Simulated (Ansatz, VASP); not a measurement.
# BiP (rocksalt type (invented)): VASP beside Ansatz

Aim: how closely do two programs agree when they are given the same cell, functional and k mesh? The cell is generated by rule, not measured, and may not be a known phase. The cell is taken from a series of runs on this material, whose earlier steps may have relaxed, scaled, displaced or heated it; both programs get it as it stands.

Calculated with Ansatz 0.2.0; plane waves, with VASP 6.6.1 beside it; relaxation of cell and atoms at LDA.

## Step 1: The starting structure

It takes space group Fm-3m (No. 225, cubic). Conventional cell: a = 5.735 Å, b = 5.735 Å, c = 5.735 Å, α = 90.00°, β = 90.00°, γ = 90.00°. Nearest to Bi lie 6 P at 2.87 Å. P has 6 Bi at 2.87 Å nearest. Farther neighbours are not listed.

As a file:

```cif
data_structure
_symmetry_space_group_name_H-M 'P 1'
_symmetry_Int_Tables_number 1
_cell_length_a 4.0551
_cell_length_b 4.0551
_cell_length_c 4.0551
_cell_angle_alpha 60.000
_cell_angle_beta 60.000
_cell_angle_gamma 60.000
_cell_volume 47.15
loop_
_atom_site_label
_atom_site_type_symbol
_atom_site_fract_x
_atom_site_fract_y
_atom_site_fract_z
_atom_site_occupancy
Bi1 Bi 0.00000 0.00000 0.00000 1
P2 P 0.50000 0.50000 0.50000 1
```

## Step 2: VASP: relaxation of cell and atoms, LDA

The relaxed volume is the usual yardstick between codes: in a stiff, nearly cubic crystal its relative difference is about their pressure difference at one cell divided by the bulk modulus.

Lines of VASP's logs that name or quote its potential files are left out, and so is its time.

INCAR

```
SYSTEM = BiP
PREC = Accurate
ENCUT = 500
EDIFF = 1E-07
NELM = 120
ISMEAR = 0
SIGMA = 0.1
LREAL = .FALSE.
ALGO = Normal
GGA = CA
NBANDS = 16
LORBIT = 11
LWAVE = .FALSE.
LCHARG = .FALSE.
ISIF = 3
IBRION = 2
NSW = 80
EDIFFG = -0.005
LASPH = .TRUE.
GGA_COMPAT = .FALSE.
NELMIN = 4
```

POSCAR

```
BiP
1.0
    0.0000000000      2.8673560000      2.8673560000
    2.8673560000      0.0000000000      2.8673560000
    2.8673560000      2.8673560000      0.0000000000
Bi P
1 1
Direct
    0.0000000000      0.0000000000      0.0000000000
    0.5000000000      0.5000000000      0.5000000000
```

KPOINTS

```
Automatic mesh
0
Gamma
12 12 12
0 0 0
```

PAW data sets: Bi_d and P (LDA family, release 64).

Launch:

```bash
$ mpirun -np 1 vasp_std
```

Numbers of over 12 decimals in the logs are rounded to 6 here.

What it wrote:

```text
[banner, memory and clock lines left out]
running    1 mpi-ranks, on    1 nodes
 distrk:  each k-point on    1 cores,    1 groups
 distr:  one band on    1 cores,    1 groups

 POSCAR found type information on POSCAR BiP
 POSCAR found :  2 types and       2 ions
 LDA part: xc-table for (Slater(with rela. corr.)+CA(PZ))
 , standard interpolation
 POSCAR, INCAR and KPOINTS ok, starting setup
 FFT: planning ... GRIDC
 FFT: planning ... GRID_SOFT
 FFT: planning ... GRID
 WAVECAR not read
 entering main loop
       N       E                     dE             d eps       ncg     rms          rms(c)
DAV:   1     0.143715123260E+03    0.14372E+03   -0.10015E+04  2320   0.133E+03
DAV:   2    -0.177757333010E+01   -0.14549E+03   -0.14252E+03  2536   0.352E+02
DAV:   3    -0.105280918324E+02   -0.87505E+01   -0.86853E+01  3064   0.854E+01
DAV:   4    -0.107234759503E+02   -0.19538E+00   -0.19534E+00  2872   0.142E+01
DAV:   5    -0.107315375432E+02   -0.80616E-02   -0.80614E-02  3376   0.247E+00    0.352E+00
DAV:   6    -0.104166023154E+02    0.31494E+00   -0.10353E+00  3424   0.603E+00    0.210E+00
DAV:   7    -0.104140030291E+02    0.25993E-02   -0.93970E-02  2808   0.146E+00    0.115E+00
DAV:   8    -0.104112179050E+02    0.27851E-02   -0.94088E-03  2944   0.855E-01    0.999E-02
DAV:   9    -0.104107283486E+02    0.48956E-03   -0.23186E-03  3392   0.326E-01    0.764E-02
DAV:  10    -0.104107488791E+02   -0.20530E-04   -0.18230E-04  2944   0.904E-02    0.199E-02
DAV:  11    -0.104107465981E+02    0.22810E-05   -0.18208E-05  3176   0.326E-02    0.605E-03
DAV:  12    -0.104107467791E+02   -0.18096E-06   -0.11386E-06  3136   0.796E-03    0.201E-03
DAV:  13    -0.104107467783E+02    0.82218E-09   -0.15718E-08  1864   0.159E-03
   1 F= -.10410747E+02 E0= -.10410220E+02  d E =-.104107E+02
 curvature:   0.00 expect dE= 0.000E+00 dE for cont linesearch  0.000E+00
 trial: gam= 0.00000 g(F)=  0.173E-60 g(S)=  0.185E-04 ort = 0.000E+00 (trialstep = 0.100E+01)
 search vector abs. value=  0.185E-04
 bond charge predicted
       N       E                     dE             d eps       ncg     rms          rms(c)
DAV:   1    -0.104109992019E+02   -0.25242E-03   -0.67403E-03  2920   0.129E+00    0.855E-02
DAV:   2    -0.104107910218E+02    0.20818E-03   -0.36513E-04  2992   0.318E-01    0.346E-02
DAV:   3    -0.104107501372E+02    0.40885E-04   -0.17402E-04  3096   0.200E-01    0.520E-03
DAV:   4    -0.104107506559E+02   -0.51866E-06   -0.47074E-06  2800   0.229E-02    0.286E-03
DAV:   5    -0.104107508431E+02   -0.18721E-06   -0.64284E-07  3240   0.854E-03    0.881E-04
DAV:   6    -0.104107508388E+02    0.42628E-08   -0.49118E-08  1608   0.327E-03
   2 F= -.10410751E+02 E0= -.10410225E+02  d E =-.406056E-05
 trial-energy change:   -0.000004  1 .order   -0.000003   -0.000019    0.000012
 step:   0.6430(harm=  0.6039)  dis= 0.00000  next Energy=   -10.410753 (dE=-0.619E-05)
 bond charge predicted
       N       E                     dE             d eps       ncg     rms          rms(c)
DAV:   1    -0.104107848097E+02   -0.33967E-04   -0.86225E-04  2904   0.460E-01    0.305E-02
DAV:   2    -0.104107582152E+02    0.26595E-04   -0.46705E-05  2928   0.114E-01    0.123E-02
DAV:   3    -0.104107529924E+02    0.52228E-05   -0.22239E-05  3072   0.715E-02    0.188E-03
DAV:   4    -0.104107530582E+02   -0.65827E-07   -0.59696E-07  2712   0.814E-03
   3 F= -.10410753E+02 E0= -.10410227E+02  d E =-.627998E-05
 curvature:  -0.30 expect dE=-0.181E-05 dE for cont linesearch -0.181E-05
 trial: gam= 0.00000 g(F)=  0.888E-61 g(S)=  0.604E-05 ort =-0.106E-04 (trialstep = 0.929E+00)
 search vector abs. value=  0.604E-05
 reached required accuracy - stopping structural energy minimisation
```

Parts of OUTCAR (step 2):

```text
ion  position               nearest neighbor table
   1  0.000  0.000  0.000-   2 2.87   2 2.87   2 2.87   2 2.87   2 2.87   2 2.87
   2  0.500  0.500  0.500-   1 2.87   1 2.87   1 2.87   1 2.87   1 2.87   1 2.87

  LATTYP: Found a face centered cubic cell.
 ALAT       =     5.7347120000

 Subroutine GETGRP returns: Found 48 space group operations
 (whereof 48 operations were pure point group operations)

The static configuration has the point symmetry O_h .

 Found     72 irreducible k-points:

   k-points           NKPTS =     72   k-points in BZ     NKDIM =     72   number of bands    NBANDS=     16

   dimension x,y,z NGX =    30 NGY =   30 NGZ =   30
   dimension x,y,z NGXF=    60 NGYF=   60 NGZF=   60

   ENCUT  =  500.0 eV  36.75 Ry    6.06 a.u.   7.39  7.39  7.39*2*pi/ulx,y,z

   NELECT =      20.0000    total number of electrons

 k-points in reciprocal lattice and weights: Automatic mesh
   0.00000000  0.00000000  0.00000000       0.001
   0.08333333  0.00000000  0.00000000       0.005
   0.16666667  0.00000000  0.00000000       0.005
   0.25000000  0.00000000  0.00000000       0.005
   0.33333333  0.00000000  0.00000000       0.005
   0.41666667  0.00000000  0.00000000       0.005
   0.50000000  0.00000000  0.00000000       0.002
   0.08333333  0.08333333  0.00000000       0.003
   0.16666667  0.08333333  0.00000000       0.014
[...]
-0.33333333  0.50000000  0.16666667       0.007
  -0.25000000  0.50000000  0.25000000       0.003

 average (electrostatic) potential at core
       1-103.4528       2 -81.7999

 E-fermi :   7.7979

 k-point     1 :       0.0000    0.0000    0.0000
  band No.  band energies     occupation
    ...
      6      -6.5083      2.00000
      7       2.4599      2.00000
      8       5.9436      2.00000
      9       5.9436      2.00000
     10       5.9436      2.00000
     11      11.8842      0.00000
     12      11.8842      0.00000
     13      11.8842      0.00000
     14      13.2850      0.00000
     15      13.2850      0.00000
    ...

 k-point     2 :       0.0833    0.0000    0.0000
  band No.  band energies     occupation
    ...
      6      -6.4202      2.00000
      7       2.0710      2.00000
      8       5.9638      2.00000
      9       5.9638      2.00000
     10       6.1700      2.00000
     11      11.3907      0.00000
     12      11.4300      0.00000
     13      11.4300      0.00000
     14      13.2424      0.00000
     15      13.4660      0.00000
    ...

 k-point     3 :       0.1667    0.0000    0.0000
  band No.  band energies     occupation
    ...
      6      -6.1570      2.00000
      7       1.1556      2.00000
      8       6.0307      2.00000
      9       6.0307      2.00000
     10       6.6064      2.00000
     11      10.4883      0.00000
     12      10.5270      0.00000
     13      10.5270      0.00000
     14      13.3006      0.00000
     15      13.9283      0.00000
    ...

  Total       -0.0091366     -0.0091366     -0.0091366      0.0000000      0.0000000      0.0000000
  in kB       -0.3102404     -0.3102404     -0.3102404      0.0000000      0.0000000      0.0000000
  external PRESSURE =      -0.3102404 kB  Pullay stress =       0.0000000 kB

  energy-cutoff  :      500.00
  volume of cell :       47.18
      direct lattice vectors                 reciprocal lattice vectors
     0.000000000  2.868067814  2.868067814    -0.174333395  0.174333395  0.174333395
     2.868067814  0.000000000  2.868067814     0.174333395 -0.174333395  0.174333395
     2.868067814  2.868067814  0.000000000     0.174333395  0.174333395 -0.174333395

 POSITION                                       TOTAL-FORCE (eV/Angst)
 -----------------------------------------------------------------------------------
      0.00000      0.00000      0.00000        -0.000000      0.000000     -0.000000
      2.86807      2.86807      2.86807         0.000000      0.000000      0.000000
 -----------------------------------------------------------------------------------
    total drift:                               -0.000000      0.000000      0.000000

  FREE ENERGIE OF THE ION-ELECTRON SYSTEM (eV)
  ---------------------------------------------------
  free  energy   TOTEN  =       -10.4107530582 eV

  energy  without entropy=      -10.4097009368  energy(sigma->0) =      -10.41022700

 reached required accuracy - stopping structural energy minimisation

 total charge
# of ion       s       p       d       tot
------------------------------------------
    1        1.578   1.198   9.967  12.742
    2        1.090   1.375   0.000   2.465
--------------------------------------------------
tot          2.668   2.572   9.967  15.207

[... 3 further parts left out ...]
```

The run keeps the 48 symmetry operations of its start, so it cannot find a distortion of lower symmetry.

## Step 3: Ansatz: relaxation of cell and atoms, LDA

Ansatz runs on its default PAW (the set named soft_2) files.

The same cell, functional (in two slightly different forms), mesh and smearing now go to Ansatz, which takes its cutoff from its data sets.

input.yaml

```yaml
crystal:
  lattice:
    - [0.0, 2.8673560716, 2.8673560716]
    - [2.8673560716, 0.0, 2.8673560716]
    - [2.8673560716, 2.8673560716, 0.0]
  atoms:
    - { symbol: Bi, position: [0.0, 0.0, 0.0] }
    - { symbol: P, position: [0.5, 0.5, 0.5] }
kpoints:
  mp_grid: { grid: [12, 12, 12] }
hamiltonian:
  xc: lda
scf:
  occupations: { method: gaussian, width: 0.1 }
output:
  forces: true
  stress: true
  eigenvalues: true
relax:
  adjacent_minimum: "off"
  f_tol: 0.005
  max_steps: 80
  cell: { stress_tol: 0.05 }
```

Launch:

```bash
$ ansatz run input.yaml --threads 2 --pin off --max-ram 5120MiB --backend cpu --events-out ev --progress --plain --runs-dir out
```

What it wrote:

```text
Engine: ansatz 0.2.0, aarch64-unknown-linux-gnu
Pseudopotentials: kind: paw
Pseudopotential: Bi, paw, valence charge 15, recommended cutoff 420 eV (normal), Bi.paw.azcp
Pseudopotential: P, paw, valence charge 5, recommended cutoff 420 eV (normal), P.paw.azcp
Functional definition: SPW92
  exchange = slater_x
  correlation = pw_c
Crystal: 2 atoms, lattice volume = 47.149 Å³
Basis set: ecut = 420 eV, 941 PW (Γ)
Bands: 14, of which v1, the nominal top of the filled ones, is band 10 counted from 1 (9 counted from 0)
Symmetry: 48 space group operations
Space group: Fm-3m (ITA 225), of the structure as read, at distance tolerance 3.6e-5 Å
k-points: 72 of 1728
Non-local potential: Bi, projectors of the file, l = 0: 2, l = 1: 2, l = 2: 2, l = 3: 2
Non-local potential: P, projectors of the file, l = 0: 2, l = 1: 2, l = 2: 2
PAW form: soft (Blöchl's): semilocal exchange-correlation on the pseudo side does not see the compensation charge
PAW frozen core: Bi, regenerated for the run's functional, and the local potential with it (the file was generated under x = pbe(κ = 0.804, μ = 0.219515), c = pbe(β = 0.066725))
PAW frozen core: P, regenerated for the run's functional, and the local potential with it (the file was generated under x = pbe(κ = 0.804, μ = 0.219515), c = pbe(β = 0.066725))
PAW one-centre angular grid: Bi, 590 points (default); XC on 64 Gauss nodes
PAW one-centre angular grid: P, 110 points (default); XC on 64 Gauss nodes
Initial density: superposition of atomic densities (neutral atoms: chi_scale 0, normalization atom), corrected by the library's trained network
Initial wavefunctions: pseudopotential atomic-orbital guess
Functional: x = slater, c = lda
SCF iter   1: F=—  HF=-12811.655067 eV  |F-HF|=—  |Δ(HF+E_count)|=         —  Δρ=4.24e-3  dr2=8.18e-3  ethr=1.77e-3  ⟨swp⟩=6.4  Hψ=5935  notcnv=0
preconditioner: auto → none  [insulator: Δε(μ)=0.128 eV  Ē_g=18.246 eV  σ=0.100 eV  W_gap=0.50  n_scr=14 (ndim 8)  ℏωp=24.2 eV  f_vac=0.000  D(μ)=0.23/eV (n_scr^D=0)  ε∞_Penn≈2.8]
SCF iter   2: F=—  HF=-12811.651947 eV  |F-HF|=—  |Δ(HF+E_count)|=   3.12e-3  Δρ=2.35e-3  dr2=2.95e-3  ethr=4.09e-5  ⟨swp⟩=1.9  Hψ=1813  notcnv=0
SCF iter   3: F=—  HF=-12811.651212 eV  |F-HF|=—  |Δ(HF+E_count)|=   7.35e-4  Δρ=3.87e-4  dr2=6.86e-5  ethr=1.47e-5  ⟨swp⟩=2.2  Hψ=1319  notcnv=0
SCF iter   4: F=—  HF=-12811.651179 eV  |F-HF|=—  |Δ(HF+E_count)|=   3.28e-5  Δρ=7.72e-5  dr2=1.05e-6  ethr=3.43e-7  ⟨swp⟩=2.0  Hψ=1745  notcnv=0
iter 5 did not close the SCF: its close was put off for the readings that it lacked (scf_convergence_deferred on its scf_iter line)
SCF iter   5: F=-12811.651180 eV  HF=-12811.651179 eV  |F-HF|=1.17e-7  |Δ(HF+E_count)|=   6.20e-7  Δρ=2.24e-5  dr2=7.52e-8  ethr=5.23e-9  ⟨swp⟩=2.2  Hψ=1763  notcnv=0
SCF iter   6: F=-12811.651180 eV  HF=-12811.651180 eV  |F-HF|=1.44e-9  |Δ(HF+E_count)|=   1.18e-7  Δρ=2.83e-6  dr2=1.37e-9  ethr=3.76e-10  ⟨swp⟩=5.0  Hψ=5177  notcnv=0
SCF 1 converged in 6 iterations: F = -12811.651180 eV  dr2 = 1.37e-9
  greatest PAW one-centre occupation: 0.989 electrons in one spin orbital (limit 2), on the Bi atom at site 0 (counted from 0), in its partial waves of l = 2
relax step   1: F+E_penalty+E_count = -12811.65117956 eV  Δ(F+E_penalty+E_count) = +0.000e0 eV  max|allowed force component| = 9.598e-30 eV/Å  Δτ_max = 0.0000 Å  P = -0.039 GPa  Ω = 47.149 Å³  (6 SCF iters, dr2 threshold 1.00e-7 eV, accepted)
Initial density: handed on by an earlier stage of this run
Initial wavefunctions: pseudopotential atomic-orbital guess (no wavefunctions were taken with the density)
iter 1 solved again at ethr=3.47e-7 eV; its pass at ethr=3.10e-3 eV (dr2=6.93e-5 eV) is discarded
SCF iter   1: F=—  HF=-12811.651160 eV  |F-HF|=—  |Δ(HF+E_count)|=         —  Δρ=3.15e-6  dr2=1.97e-9  ethr=3.47e-7  ⟨swp⟩=4.3  Hψ=9288  notcnv=0
eigensolver tolerance schedule: the retry pair's looser diagonalisation over-reported the residual by 35126.45 of it (diagonalisation noise at an unbounded share of the residual, at the tolerance the schedule requests for it); recorded, not acted on — ethr = c·dr2/N_el stays at c = 1.0e-1
preconditioner: auto → none  [insulator: Δε(μ)=0.159 eV  Ē_g=18.222 eV  σ=0.100 eV  W_gap=0.60  n_scr=14 (ndim 8)  ℏωp=24.2 eV  f_vac=0.000  D(μ)=0.21/eV (n_scr^D=0)  ε∞_Penn≈2.8]
SCF iter   2: F=—  HF=-12811.651180 eV  |F-HF|=—  |Δ(HF+E_count)|=   1.91e-5  Δρ=1.39e-6  dr2=3.23e-10  ethr=9.87e-12  ⟨swp⟩=4.3  Hψ=2630  notcnv=0
SCF iter   3: F=—  HF=-12811.651180 eV  |F-HF|=—  |Δ(HF+E_count)|=  4.13e-10  Δρ=4.67e-7  dr2=3.43e-11  ethr=1.61e-12  ⟨swp⟩=2.3  Hψ=1455  notcnv=0
iter 4 did not close the SCF: its close was put off for the readings that it lacked (scf_convergence_deferred on its scf_iter line)
SCF iter   4: F=-12811.651180 eV  HF=-12811.651180 eV  |F-HF|=1.82e-12  |Δ(HF+E_count)|=  5.64e-11  Δρ=4.13e-8  dr2=5.31e-13  ethr=1.00e-12  ⟨swp⟩=1.1  Hψ=1015  notcnv=0
iter 5 did not close the SCF: its close was put off for the readings that it lacked (scf_convergence_deferred on its scf_iter line)
SCF iter   5: F=-12811.651180 eV  HF=-12811.651180 eV  |F-HF|=9.09e-12  |Δ(HF+E_count)|=  5.46e-12  Δρ=1.60e-8  dr2=8.14e-14  ethr=1.00e-12  ⟨swp⟩=1.1  Hψ=1018  notcnv=0
iter 6 did not close the SCF: its close was put off for the readings that it lacked (scf_convergence_deferred on its scf_iter line)
SCF iter   6: F=-12811.651180 eV  HF=-12811.651180 eV  |F-HF|=1.82e-12  |Δ(HF+E_count)|=  5.46e-12  Δρ=7.77e-10  dr2=2.29e-16  ethr=1.00e-12  ⟨swp⟩=1.1  Hψ=1018  notcnv=0
iter 7 did not close the SCF: its close was put off for the readings that it lacked (scf_convergence_deferred on its scf_iter line)
SCF iter   7: F=-12811.651180 eV  HF=-12811.651180 eV  |F-HF|=5.46e-12  |Δ(HF+E_count)|=  1.82e-12  Δρ=4.91e-10  dr2=1.07e-16  ethr=1.00e-12  ⟨swp⟩=1.1  Hψ=1016  notcnv=0
SCF iter   8: F=-12811.651180 eV  HF=-12811.651180 eV  |F-HF|=0.00e0  |Δ(HF+E_count)|=  1.82e-12  Δρ=2.30e-10  dr2=9.54e-18  ethr=1.00e-12  ⟨swp⟩=4.9  Hψ=4208  notcnv=0
SCF 2 converged in 8 iterations: F = -12811.651180 eV  dr2 = 9.54e-18
relax step   2: F+E_penalty+E_count = -12811.65117956 eV  Δ(F+E_penalty+E_count) = -1.874e-10 eV  max|allowed force component| = 1.091e-29 eV/Å  Δτ_max = 0.0000 Å  P = -0.039 GPa  Ω = 47.149 Å³  stress off target by 3.89e-2 GPa  SCF on the basis re-selected at this cell (its energy is not comparable with the rows above)  (8 SCF iters)
basis re-selected at this cell: Δ(F+E_penalty+E_count) = -1.874e-10 eV, ΔP = -0.000 GPa vs the last step (what re-selecting the basis moved, of the pressure what is left beyond the Pulay correction that the steps carried, after the strain that the cell walked since its last selection, with what the two solves' SCF thresholds leave and, on support functions, any second-order correction that the steps lacked; it is no  [...]
SCF converged after 8 iterations
Free energy (F): -12811.651180 eV
Harris-Foulkes:  -12811.651180 eV  (|F-HF|=0.00e0)
Internal energy: -12811.650144 eV  (E = F + TS)
E sigma→0 (E₀):  -12811.650662 eV
Entropy (-TS):   -0.001036 eV (-0.518 meV/atom)
Fermi energy:    10.643101 eV
--- Per-component energies (eV) ---
  E_band       = -76.635845
  E_kinetic    = 373.241046
  E_local      = -1525.519338  (includes V_loc(G=0)·N_el)
  E_nonlocal   = 600.579230
  E_hartree    = 489.492375
  E_xc         = -212.356978
  E_vxc        = -206.347920  (∫ρ·V_xc dr)
  E_paw        = -10892.925632  (= ΣΔE_a)
  E_vpaw       = -297.573084  (= ΣTr[D̂ρ^β])
  E_aug_tail   = -0.000531  (compensation charges beyond the density's cutoff)
  E_ewald      = -1644.272783
  E_core_change = 0.112467  (= ΣΔE_core)
  E_smearing   = -0.001036  (= −TS)
  E_closure    = -0.000000  (closes the sum)
  Σ components = -12811.651180   (vs F -12811.651180, Δ=0.00e0)
--- Forces (eV/Å), atoms counted from 1 ---
  atom   1  Bi    -0.00000000     0.00000000     0.00000000
  atom   2  P      0.00000000    -0.00000000     0.00000000
  max |Σ_I F_I| component: 1.21e-29 eV/Å
--- Stress (GPa, compression-positive) ---
       -0.038887      -0.000000       0.000000
       -0.000000      -0.038887       0.000000
        0.000000       0.000000      -0.038887
  P = ⅓ Tr σ = -0.0389 GPa (-0.389 kbar)
--- Band table (eV; the first three rows and the last of 72) ---
  k-point 0: bands = [... 6 lower, 5.2657, 8.7975, 8.7975, 8.7975, 14.7341, 14.7341, 14.7341, 16.1378]
  k-point 1: bands = [... 6 lower, 4.8812, 8.8177, 8.8177, 9.0196, 14.2404, 14.2802, 14.2802, 16.0973]
  k-point 2: bands = [... 6 lower, 3.9723, 8.8850, 8.8850, 9.4504, 13.3369, 13.3780, 13.3780, 16.1573]
  k-point 71: bands = [... 6 lower, 0.8573, 5.2541, 5.2541, 10.3814, 11.4780, 15.7042, 15.7042, 18.1079]
--- Relaxed structure (1 steps of the walk, 1 accepted, 1 SCFs on fresh bases) ---
  F+E_penalty+E_count = -12811.65117956 eV   max|allowed force component| = 1.091e-29 eV/Å   (the final SCF, on the basis selected at the relaxed cell)
  cell:  # Å, volume = 47.1493 Å³
    - [0.0, 2.8673560716, 2.8673560716]
    - [2.8673560716, 0.0, 2.8673560716]
    - [2.8673560716, 2.8673560716, 0.0]
  atoms:
    - { symbol: Bi, position: [0.0, 0.0, 0.0] }
    - { symbol: P, position: [0.500000, 0.500000, 0.500000] }
```

## Step 4: Differences

Known differences besides the potentials themselves: the two LDA forms differ slightly; the cutoff is 420 eV in Ansatz and 500 eV in VASP; VASP's log shows a relativistic correction to its local exchange, Ansatz's none; Ansatz adds a Pulay correction to the stress that steers its cell, VASP none. Total energies have different zeros and are not compared.

The two programs side by side:

```csv
quantity,Ansatz,VASP,difference
volume (Å³),47.15,47.18,-0.07 %
"edge a after relaxation, in the typed setting (Å)",4.055,4.056,-0.02 %
```

## Step 5: Summary of results

```json
{
  "difference in volume (relaxation of cell and atoms, LDA)": "-0.074 %"
}
```

In words: The difference in volume is -0.074 % (relaxation of cell and atoms, LDA), within the 1.2 % picked in this series as the mark of a large difference, as far as the stopping tolerances let one tell. How closely two codes agree says nothing of how well the functional describes the real material.

[Lines on the potential files, build, host, timing and source positions are cut from VASP's logs without a mark.]

[Logs are printed without paths, hosts, clocks, repeated set-up lines and the standing remarks that a program may print on its own settings, such as how far it seeks lower states.]

[Hosts, paths, dates, database ids (printed as entryN), source tags and the programs' standing remarks are cut or masked in the printed files.]
